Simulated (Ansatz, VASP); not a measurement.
# GaSb in two plane-wave programs

Wanted: the spread between two codes on one cell, functional and k mesh. The cell is taken from a series of runs on this material, whose earlier steps may have relaxed, scaled, displaced or heated it; both programs get it as it stands.

Program: Ansatz 0.2.0. Level of theory: plane waves, with VASP 6.6.1 beside it; relaxation of cell and atoms at r2SCAN. Results are calculated unless marked as measured.

### Step 1. Set-up

It takes space group F-43m (No. 216, cubic). The conventional cell has a = 6.137 Å, b = 6.137 Å, c = 6.137 Å, α = 90.00°, β = 90.00°, γ = 90.00°. Ga has 4 Sb at 2.66 Å nearest. Sb has 4 Ga at 2.66 Å nearest. Farther neighbours are not listed.

### Step 2. VASP: relaxation of cell and atoms, r2SCAN

The relaxed volume is the usual yardstick between codes: in a stiff, nearly cubic crystal its relative difference is about their pressure difference at one cell divided by the bulk modulus.

Lines of VASP's logs that name or quote its potential files are left out, and so is its time.

Contents of INCAR:

```
SYSTEM = GaSb
PREC = Accurate
ENCUT = 550
EDIFF = 1E-07
NELM = 120
ISMEAR = 1
SIGMA = 0.25
LREAL = .FALSE.
ALGO = Normal
METAGGA = R2SCAN
LASPH = .TRUE.
NBANDS = 15
LORBIT = 11
LWAVE = .FALSE.
LCHARG = .FALSE.
ISIF = 3
IBRION = 2
NSW = 80
EDIFFG = -0.005
GGA_COMPAT = .FALSE.
NELMIN = 4
LMIXTAU = .TRUE.
KPAR = 2
```

Contents of POSCAR:

```
GaSb
1.0
    0.0000000000      3.0686040000      3.0686040000
    3.0686040000      0.0000000000      3.0686040000
    3.0686040000      3.0686040000      0.0000000000
Ga Sb
1 1
Direct
    0.0000000000      0.0000000000      0.0000000000
    0.7500000000      0.7500000000      0.7500000000
```

Contents of KPOINTS:

```
Automatic mesh
0
Gamma
18 18 18
0 0 0
```

PAW data sets: Ga_d and Sb (PBE family, release 64).

The run is started by

```bash
$ mpirun -np 2 vasp_std
```

Numbers of over 12 decimals in the logs are rounded to 6 here.

What it wrote:

```text
[banner, memory and clock lines left out]
running    2 mpi-ranks, on    1 nodes
 distrk:  each k-point on    1 cores,    2 groups
 distr:  one band on    1 cores,    1 groups

 POSCAR found type information on POSCAR GaSb
 POSCAR found :  2 types and       2 ions
|                                                                             |
|               ----> ADVICE to this user running VASP <----                  |
|                                                                             |
|     You enforced a specific xc type in the INCAR file but a different       |
|     [... a line on the potential file left out ...]
|     I HOPE YOU KNOW WHAT YOU ARE DOING!                                     |
|                                                                             |

 LDA part: xc-table for (None), standard interpolation
 POSCAR, INCAR and KPOINTS ok, starting setup
 FFT: planning ... GRIDC
 FFT: planning ... GRID_SOFT
 FFT: planning ... GRID
 WAVECAR not read
 entering main loop
       N       E                     dE             d eps       ncg     rms          rms(c)
DAV:   1     0.527240882779E+02    0.52724E+02   -0.91698E+03  5898   0.157E+03
DAV:   2    -0.329252472684E+02   -0.85649E+02   -0.82637E+02  6767   0.317E+02
DAV:   3    -0.393270137436E+02   -0.64018E+01   -0.63838E+01  6963   0.710E+01
DAV:   4    -0.394390049623E+02   -0.11199E+00   -0.11197E+00  7202   0.105E+01
DAV:   5    -0.394415974127E+02   -0.25925E-02   -0.25924E-02  7545   0.141E+00    0.287E+00
DAV:   6    -0.375652424969E+02    0.18764E+01   -0.39623E-01  6200   0.100E+01    0.199E+00
DAV:   7    -0.376719426940E+02   -0.10670E+00   -0.37047E-01  6424   0.720E+00    0.616E-01
DAV:   8    -0.375877828407E+02    0.84160E-01   -0.24265E-01  5913   0.499E+00    0.183E-01
DAV:   9    -0.376017196749E+02   -0.13937E-01   -0.13563E-02  7138   0.101E+00    0.219E-01
DAV:  10    -0.376027128422E+02   -0.99317E-03   -0.31507E-03  6333   0.585E-01    0.447E-01
DAV:  11    -0.376062752461E+02   -0.35624E-02   -0.16195E-02  6207   0.104E+00    0.668E-02
DAV:  12    -0.376046734258E+02    0.16018E-02   -0.14954E-03  7138   0.327E-01    0.757E-02
DAV:  13    -0.376059173146E+02   -0.12439E-02   -0.39457E-04  6641   0.180E-01    0.656E-02
DAV:  14    -0.376063465497E+02   -0.42924E-03   -0.73556E-04  6130   0.193E-01    0.249E-02
DAV:  15    -0.376063806788E+02   -0.34129E-04   -0.58132E-05  7512   0.702E-02    0.182E-03
DAV:  16    -0.376064421143E+02   -0.61436E-04   -0.65162E-05  6102   0.600E-02    0.379E-03
DAV:  17    -0.376064427017E+02   -0.58737E-06   -0.14635E-06  7986   0.135E-02    0.322E-03
DAV:  18    -0.376064446838E+02   -0.19821E-05   -0.83510E-07  6172   0.989E-03    0.972E-04
DAV:  19    -0.376064450307E+02   -0.34696E-06   -0.11996E-07  5538   0.441E-03    0.736E-04
DAV:  20    -0.376064451187E+02   -0.87955E-07   -0.20894E-08  4619   0.163E-03
   1 F= -.37606445E+02 E0= -.37606678E+02  d E =-.376064E+02
 curvature:   0.00 expect dE= 0.000E+00 dE for cont linesearch  0.000E+00
 trial: gam= 0.00000 g(F)=  0.255E-47 g(S)=  0.128E-04 ort = 0.000E+00 (trialstep = 0.100E+01)
 search vector abs. value=  0.128E-04
 bond charge predicted
       N       E                     dE             d eps       ncg     rms          rms(c)
DAV:   1    -0.376065838301E+02   -0.13880E-03   -0.17394E-03  7348   0.704E-01    0.672E-02
DAV:   2    -0.376064838535E+02    0.99977E-04   -0.17695E-04  7285   0.253E-01    0.317E-02
DAV:   3    -0.376064583750E+02    0.25479E-04   -0.31805E-05  7152   0.100E-01    0.695E-03
DAV:   4    -0.376064528648E+02    0.55103E-05   -0.11867E-05  6109   0.430E-02    0.138E-03
DAV:   5    -0.376064564905E+02   -0.36257E-05   -0.23220E-06  5983   0.149E-02    0.104E-03
DAV:   6    -0.376064558155E+02    0.67500E-06   -0.16429E-07  6248   0.339E-03    0.536E-04
DAV:   7    -0.376064553601E+02    0.45536E-06   -0.35252E-07  6256   0.518E-03    0.316E-04
DAV:   8    -0.376064554768E+02   -0.11664E-06   -0.49146E-08  4493   0.213E-03    0.130E-04
DAV:   9    -0.376064553455E+02    0.13125E-06   -0.48679E-09  3177   0.807E-04    0.561E-05
DAV:  10    -0.376064553503E+02   -0.48167E-08   -0.26635E-09  3128   0.708E-04
   2 F= -.37606455E+02 E0= -.37606688E+02  d E =-.102317E-04
 trial-energy change:   -0.000010  1 .order   -0.000004   -0.000013    0.000006
 step:   0.8968(harm=  0.6960)  dis= 0.00000  next Energy=   -37.606456 (dE=-0.105E-04)
 reached required accuracy - stopping structural energy minimisation
```

Parts of OUTCAR (step 2):

```text
ion  position               nearest neighbor table
   1  0.000  0.000  0.000-   2 2.66   2 2.66   2 2.66   2 2.66
   2  0.750  0.750  0.750-   1 2.66   1 2.66   1 2.66   1 2.66

  LATTYP: Found a face centered cubic cell.
 ALAT       =     6.1372080000

 Subroutine GETGRP returns: Found 24 space group operations
 (whereof 24 operations were pure point group operations)

The static configuration has the point symmetry T_d .

 Found    195 irreducible k-points:

   k-points           NKPTS =    195   k-points in BZ     NKDIM =    195   number of bands    NBANDS=     15

   dimension x,y,z NGX =    36 NGY =   36 NGZ =   36
   dimension x,y,z NGXF=    72 NGYF=   72 NGZF=   72

   ENCUT  =  550.0 eV  40.42 Ry    6.36 a.u.   8.30  8.30  8.30*2*pi/ulx,y,z

   NELECT =      18.0000    total number of electrons

 k-points in reciprocal lattice and weights: Automatic mesh
   0.00000000  0.00000000  0.00000000       0.000
   0.05555556  0.00000000  0.00000000       0.001
   0.11111111  0.00000000  0.00000000       0.001
   0.16666667  0.00000000  0.00000000       0.001
   0.22222222  0.00000000  0.00000000       0.001
   0.27777778  0.00000000  0.00000000       0.001
   0.33333333  0.00000000  0.00000000       0.001
   0.38888889  0.00000000  0.00000000       0.001
   0.44444444  0.00000000  0.00000000       0.001
[...]
-0.27777778  0.44444444  0.22222222       0.004
  -0.27777778  0.50000000  0.22222222       0.002

 average (electrostatic) potential at core
       1 -70.6142       2 -92.8610

 E-fermi :   4.6604

 k-point     1 :       0.0000    0.0000    0.0000
  band No.  band energies     occupation
    ...
      5     -10.8259      2.00000
      6      -7.2743      2.00000
      7       4.5973      1.41247
      8       4.5973      1.41247
      9       4.5973      1.41247
     10       4.9827     -0.06974
     11       7.5812     -0.00000
     12       7.5812     -0.00000
     13       7.5812     -0.00000
     14      10.9401      0.00000
    ...

 k-point     2 :       0.0556    0.0000    0.0000
  band No.  band energies     occupation
    ...
      5     -10.8259      2.00000
      6      -7.2410      2.00000
      7       3.8478      2.00004
      8       4.5383      1.72717
      9       4.5383      1.72717
     10       5.5334     -0.00001
     11       7.6626     -0.00000
     12       7.6626     -0.00000
     13       7.7013     -0.00000
     14      11.1249      0.00000
    ...

 k-point     3 :       0.1111    0.0000    0.0000
  band No.  band energies     occupation
    ...
      5     -10.8260      2.00000
      6      -7.1418      2.00000
      7       2.8747      2.00000
      8       4.3843      2.06566
      9       4.3843      2.06566
     10       5.8649     -0.00000
     11       7.8749     -0.00000
     12       7.8749     -0.00000
     13       8.1459     -0.00000
     14      11.6113      0.00000
    ...

  Total        0.0058032      0.0058032      0.0058032      0.0000000     -0.0000000      0.0000000
  in kB        0.1610426      0.1610426      0.1610426      0.0000000     -0.0000000      0.0000000
  external PRESSURE =       0.1610426 kB  Pullay stress =       0.0000000 kB

  energy-cutoff  :      550.00
  volume of cell :       57.73
      direct lattice vectors                 reciprocal lattice vectors
     0.000000000  3.067620575  3.067620575    -0.162992778  0.162992778  0.162992778
     3.067620575  0.000000000  3.067620575     0.162992778 -0.162992778  0.162992778
     3.067620575  3.067620575 -0.000000000     0.162992778  0.162992778 -0.162992778

 POSITION                                       TOTAL-FORCE (eV/Angst)
 -----------------------------------------------------------------------------------
      0.00000      0.00000      0.00000         0.000000      0.000000      0.000000
      4.60143      4.60143      4.60143        -0.000000     -0.000000     -0.000000
 -----------------------------------------------------------------------------------
    total drift:                               -0.000000     -0.000000      0.000000

  FREE ENERGIE OF THE ION-ELECTRON SYSTEM (eV)
  ---------------------------------------------------
  free  energy   TOTEN  =       -37.6064553503 eV

  energy  without entropy=      -37.6071520376  energy(sigma->0) =      -37.60668758

 reached required accuracy - stopping structural energy minimisation

 total charge
# of ion       s       p       d       tot
------------------------------------------
    1        0.875   0.760   9.964  11.600
    2        1.106   1.352   0.028   2.486
--------------------------------------------------
tot          1.981   2.112   9.992  14.085

[... 3 further parts left out ...]
```

CONTCAR:

```
GaSb
   1.00000000000000
     0.0000000000000000    3.0676205749203085    3.0676205749203085
     3.0676205749203085    0.0000000000000000    3.0676205749203085
     3.0676205749203085    3.0676205749203085   -0.0000000000000000
  Ga              Sb
     1     1
Direct
     0.0000000000000000    0.0000000000000000    0.0000000000000000
     0.7500000000000000    0.7500000000000000    0.7500000000000000
```

The gap is under twice the smearing width, so the edge states are partly filled and the run can't tell a small gap from a semimetal. Methfessel-Paxton smearing is not meant for a cell with a gap.

### Step 3. Ansatz: relaxation of cell and atoms, r2SCAN

Ansatz runs on its default PAW (the set named soft_2) files.

The same cell, functional, mesh and smearing now go to Ansatz, which takes its cutoff from its data sets.

Contents of input.yaml:

```yaml
crystal:
  lattice:
    - [0.0, 3.068604316, 3.068604316]
    - [3.068604316, 0.0, 3.068604316]
    - [3.068604316, 3.068604316, 0.0]
  atoms:
    - { symbol: Ga, position: [0.0, 0.0, 0.0] }
    - { symbol: Sb, position: [0.75, 0.75, 0.75] }
kpoints:
  mp_grid: { grid: [18, 18, 18] }
hamiltonian:
  xc: r2scan
scf:
  occupations: { method: methfessel_paxton, width: 0.25 }
output:
  forces: true
  stress: true
  eigenvalues: true
relax:
  adjacent_minimum: "off"
  f_tol: 0.005
  max_steps: 60
  cell: { stress_tol: 0.03 }
```

The run is started by

```bash
$ ansatz run input.yaml --threads 4 --pin off --max-ram 16384MiB --backend cpu --events-out ev --progress --plain --runs-dir out
```

What it wrote:

```text
Engine: ansatz 0.2.0, aarch64-unknown-linux-gnu
Pseudopotentials: kind: paw
Pseudopotential: Ga, paw, valence charge 13, recommended cutoff 500 eV (meta_gga), Ga.paw.azcp
Pseudopotential: Sb, paw, valence charge 15, recommended cutoff 500 eV (meta_gga), Sb.paw.azcp
Functional definition: r2SCAN
  parameter k0 = 0.174
  parameter k1 = 0.065
  parameter a1 = 4.9479
  exchange = r2scan_x(k0 = k0, k1 = k1, a1 = a1)
  correlation = r2scan_c
Crystal: 2 atoms, lattice volume = 57.790 Å³
Basis set: ecut = 500 eV, 1459 PW (Γ), exchange–correlation on 128×128×128 points (64 copies of the dense FFT grid, shifted against one another)
Bands: 18, of which v1, the nominal top of the filled ones, is band 14 counted from 1 (13 counted from 0)
Symmetry: 24 space group operations
Space group: F-43m (ITA 216), of the structure as read, at distance tolerance 3.9e-5 Å
k-points: 195 of 5832 (time reversal used)
Non-local potential: Ga, projectors of the file, l = 0: 2, l = 1: 2, l = 2: 3, l = 3: 1
Non-local potential: Sb, projectors of the file, l = 0: 2, l = 1: 2, l = 2: 2, l = 3: 2
PAW form: soft (Blöchl's): semilocal exchange-correlation on the pseudo side does not see the compensation charge
PAW frozen core: Ga, regenerated for the run's functional (the file was generated under x = pbe(κ = 0.804, μ = 0.219515), c = pbe(β = 0.066725))
PAW frozen core: Sb, regenerated for the run's functional (the file was generated under x = pbe(κ = 0.804, μ = 0.219515), c = pbe(β = 0.066725))
PAW one-centre angular grid: Ga, 590 points (default); XC on 160 Gauss nodes
PAW one-centre angular grid: Sb, 590 points (default); XC on 160 Gauss nodes
Initial density: superposition of atomic densities (neutral atoms: chi_scale 0, normalization atom), corrected by the library's trained network
Initial wavefunctions: pseudopotential atomic-orbital guess
Functional: x = r2scan, c = r2scan; τ floored in thin density (d = 2e-4 eV/Å³)
SCF iter   1: F=—  HF=-10289.858984 eV  |F-HF|=—  |Δ(HF+E_count)|=         —  Δρ=7.56e-3  dr2=1.47e-2  dr2_τ=3.09e-3  ethr=1.77e-3  ⟨swp⟩=5.1  Hψ=16803  notcnv=0
preconditioner: auto → none  [insulator: Δε(μ)=0.321 eV  Ē_g=15.345 eV  σ=0.250 eV  W_gap=0.74  n_scr=14 (ndim 8)  ℏωp=20.7 eV  f_vac=0.096  D(μ)=0.02/eV (n_scr^D=0)  ε∞_Penn≈2.8]
SCF iter   2: F=—  HF=-10289.866664 eV  |F-HF|=—  |Δ(HF+E_count)|=   7.68e-3  S|Δr|=    0.00e0  Δρ=1.98e-3  dr2=1.96e-3  dr2_τ=3.79e-5  ethr=5.24e-5  ⟨swp⟩=2.0  Hψ=6912  notcnv=0
SCF iter   3: F=—  HF=-10289.865997 eV  |F-HF|=—  |Δ(HF+E_count)|=   6.66e-4  S|Δr|=    0.00e0  Δρ=1.59e-3  dr2=4.87e-4  dr2_τ=6.82e-6  ethr=7.01e-6  ⟨swp⟩=2.0  Hψ=5266  notcnv=0
SCF iter   4: F=—  HF=-10289.866213 eV  |F-HF|=—  |Δ(HF+E_count)|=   2.16e-4  S|Δr|=    0.00e0  Δρ=2.59e-4  dr2=1.37e-5  dr2_τ=5.50e-7  ethr=1.74e-6  ⟨swp⟩=2.6  Hψ=4241  notcnv=0
SCF iter   5: F=—  HF=-10289.866216 eV  |F-HF|=—  |Δ(HF+E_count)|=   2.51e-6  S|Δr|=    0.00e0  Δρ=2.45e-5  dr2=4.90e-7  dr2_τ=4.49e-9  ethr=4.91e-8  ⟨swp⟩=2.8  Hψ=6215  notcnv=0
SCF iter   6: F=-10289.866216 eV  HF=-10289.866216 eV  |F-HF|=4.58e-9  |Δ(HF+E_count)|=   7.95e-8  S|Δr|=    0.00e0  Δρ=6.49e-6  dr2=1.40e-8  dr2_τ=3.98e-10  ethr=3.57e-10  ⟨swp⟩=7.1  Hψ=16936  notcnv=0
SCF 1 converged in 6 iterations: F = -10289.866216 eV  dr2 = 1.40e-8
  greatest PAW one-centre occupation: 0.993 electrons in one spin orbital (limit 2), on the Ga atom at site 0 (counted from 0), in its partial waves of l = 2
relax step   1: F+E_penalty+E_count = -10289.86621563 eV  Δ(F+E_penalty+E_count) = +0.000e0 eV  max|allowed force component| = 1.943e-16 eV/Å  Δτ_max = 0.0000 Å  P = -0.112 GPa  Ω = 57.790 Å³  (6 SCF iters, dr2 threshold 1.00e-7 eV, accepted)
[...]
relax step   2: F+E_penalty+E_count = -10289.86628322 eV  Δ(F+E_penalty+E_count) = -6.760e-5 eV  max|allowed force component| = 6.476e-17 eV/Å  Δτ_max = 0.0000 Å  P = +0.046 GPa  Ω = 57.618 Å³  energy of the carried Pulay correction = +3.207e-5 eV  (4 SCF iters, dr2 threshold 3.15e-8 eV, accepted)
[...]
relax step   3: F+E_penalty+E_count = -10289.86628113 eV  Δ(F+E_penalty+E_count) = +2.098e-6 eV  max|allowed force component| = 2.776e-17 eV/Å  Δτ_max = 0.0000 Å  P = -0.000 GPa  Ω = 57.668 Å³  energy of the carried Pulay correction = +2.270e-5 eV  (4 SCF iters, dr2 threshold 5.39e-9 eV, accepted)
[...]
relax step   4: F+E_penalty+E_count = -10289.86625905 eV  Δ(F+E_penalty+E_count) = +2.208e-5 eV  max|allowed force component| = 3.701e-17 eV/Å  Δτ_max = 0.0000 Å  P = -0.000 GPa  Ω = 57.668 Å³  stress off target by 4.90e-4 GPa  SCF on the basis re-selected at this cell (its energy is not comparable with the rows above)  (4 SCF iters)
basis re-selected at this cell: Δ(F+E_penalty+E_count) = +2.208e-5 eV, ΔP = -0.000 GPa vs the last step (what re-selecting the basis moved, of the pressure what is left beyond the Pulay correction that the steps carried, after the strain that the cell walked since its last selection, with what the two solves' SCF thresholds leave and, on support functions, any second-order correction that the steps lacked; it is no m [...]
SCF converged after 4 iterations
Stability not checked: this state was not tested for a lower state beside it, because cold or Methfessel-Paxton smearing, or corrected tetrahedra, fill the levels in a way that the test cannot read (fill_not_monotonic; see scf.lower_state_search)
Free energy (F): -10289.866259 eV
Harris-Foulkes:  -10289.866259 eV  (|F-HF|=3.64e-12)
Internal energy: -10289.866516 eV  (E = F + TS)
E sigma→0 (E₀):  -10289.866323 eV
Entropy (-TS):   0.000257 eV (0.129 meV/atom)
Fermi energy:    7.841250 eV
Step filling:    the computed levels leave a gap of 0.4104 eV = 1.6 smearing widths at the electron count; against every level under it full and every level over it empty, smearing changes F+E_penalty+E_count by +0.038 meV and its σ→0 estimate by -0.026 meV
--- Per-component energies (eV) ---
  E_band       = -281.883675
  E_kinetic    = 321.357893
  E_local      = -3926.633160  (includes V_loc(G=0)·N_el)
  E_nonlocal   = 790.197191
  E_hartree    = 1808.922188
  E_xc         = -189.232297
  E_vxc        = -161.634757  (∫ρ·V_xc dr)
  E_paw        = -6606.466816  (= ΣΔE_a)
  E_vpaw       = -933.081105  (= ΣTr[D̂ρ^β])
  E_aug_tail   = -0.000037  (compensation charges beyond the density's cutoff)
  E_vtau       = 10.065840  (kinetic-family band-sum trace: ∫τ·v_τ [+ j·A + Jᵃ·Aᵃ] dr)
  E_ewald      = -2487.864446
  E_core_change = -0.147033  (= ΣΔE_core)
  E_smearing   = 0.000257  (= −TS)
  E_closure    = 0.000000  (closes the sum)
  Σ components = -10289.866259   (vs F -10289.866259, Δ=0.00e0)
--- Forces (eV/Å), atoms counted from 1 ---
  atom   1  Ga    -0.00000000    -0.00000000     0.00000000
  atom   2  Sb     0.00000000     0.00000000    -0.00000000
  max |Σ_I F_I| component: 5.55e-17 eV/Å
--- Stress (GPa, compression-positive) ---
       -0.000490      -0.000000       0.000000
       -0.000000      -0.000490       0.000000
        0.000000       0.000000      -0.000490
  P = ⅓ Tr σ = -0.0005 GPa (-0.005 kbar)
--- Band table (eV; the first three rows and the last of 195) ---
  k-point 0: bands = [... 10 lower, -4.4496, 7.4237, 7.4237, 7.4237, 7.8341, 10.4193, 10.4193, 10.4193]
  k-point 1: bands = [... 10 lower, -4.4162, 6.6823, 7.3649, 7.3649, 8.3773, 10.5009, 10.5009, 10.5396]
  k-point 2: bands = [... 10 lower, -4.3169, 5.7097, 7.2112, 7.2112, 8.7086, 10.7137, 10.7137, 10.9857]
  k-point 194: bands = [... 10 lower, -1.8322, 0.5659, 4.0049, 4.2272, 11.1817, 11.5702, 12.7425, 12.8045]
--- Relaxed structure (3 steps of the walk, 3 accepted, 1 SCFs on fresh bases) ---
  F+E_penalty+E_count = -10289.86625905 eV   max|allowed force component| = 3.701e-17 eV/Å   (the final SCF, on the basis selected at the relaxed cell)
  cell:  # Å, volume = 57.6681 Å³
    - [0, 3.066445, 3.066445]
    - [3.066445, 0, 3.066445]
    - [3.066445, 3.066445, 0]
  atoms:
    - { symbol: Ga, position: [0, 0, 0] }
    - { symbol: Sb, position: [0.750000, 0.750000, 0.750000] }
```

Reading the cycles: dr2 is the Hartree energy of the density residual (eV), the measure of convergence; HF is the Harris–Foulkes estimate of the energy, which meets the free energy F at convergence.

### Step 4. Differences

Known differences besides the potentials themselves: VASP keeps PBE cores, Ansatz makes them for the functional; the data sets hold 28 valence electrons in Ansatz (on its default PAW (the set named soft_2) files) and 18 in VASP; the cutoff is 500 eV in Ansatz and 550 eV in VASP; Ansatz adds a Pulay correction to the stress that steers its cell, VASP none. Total energies have different zeros and are not compared.

The two programs side by side:

| quantity | Ansatz | VASP | difference |
| --- | --- | --- | --- |
| volume (Å³) | 57.67 | 57.73 | -0.11 % |
| edge a after relaxation, in the typed setting (Å) | 4.337 | 4.338 | -0.04 % |

Our record labels this cell a metal in Ansatz alone; each run is judged by its own test, so with a small gap or wide smearing the label says little about the levels.

### Step 5. What came out

```json
{
  "difference in volume (relaxation of cell and atoms, r2SCAN)": "-0.11 %"
}
```

In words: The difference in volume is -0.11 % (relaxation of cell and atoms, r2SCAN), within the 1.2 % picked in this series as the mark of a large difference, as far as the stopping tolerances let one tell. The data sets hold unlike numbers of valence electrons (28 in Ansatz and 18 in VASP), so part of the differences comes from the potentials. How closely two codes agree says nothing of how well the functional describes the real material.

[Lines on the potential files, build, host, timing and source positions are cut from VASP's logs without a mark.]

[Logs are printed without paths, hosts, clocks, repeated set-up lines and the standing remarks that a program may print on its own settings, such as how far it seeks lower states.]

[Hosts, paths, dates, database ids (printed as entryN), source tags and the programs' standing remarks are cut or masked in the printed files.]
